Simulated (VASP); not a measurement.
Consider the following.

```
CELL_PARAMETERS angstrom
      0.00000     3.24916     3.24916
      3.24916     0.00000     3.24916
      3.24916     3.24916     0.00000
ATOMIC_POSITIONS crystal
  Te 0.50000 0.50000 0.50000
  Pb 0.00000 0.00000 0.00000
```

These are r2SCAN+rVV10, VASP's PBE PAW potentials (set 64) (plane waves; VASP) values and carry that method's errors. Settings: 520 eV cut-off, 8×8×8 Γ-centred mesh, tetrahedra with Blöchl corrections, potentials Te Pb_d.

Unless said otherwise, spin-orbit coupling is left out, though it shifts the bands of the heavy elements here.

Question: Estimate the energy per atom (σ→0), band gap (over mesh and band path) with the smallest direct gap where there is one.

Answer: 
```
Property                                                    Result
---------------------------------------------  -------------------
band gap (over mesh and band path)                         1.03 eV
smallest direct gap (over mesh and band path)              1.03 eV
energy per atom (σ→0)                          -3962.8 kJ/mol-atom
```

Total energies compare only between runs with the same potentials, cut-off and functional.

The compound is PbTe in the rock salt structure. It was relaxed first.
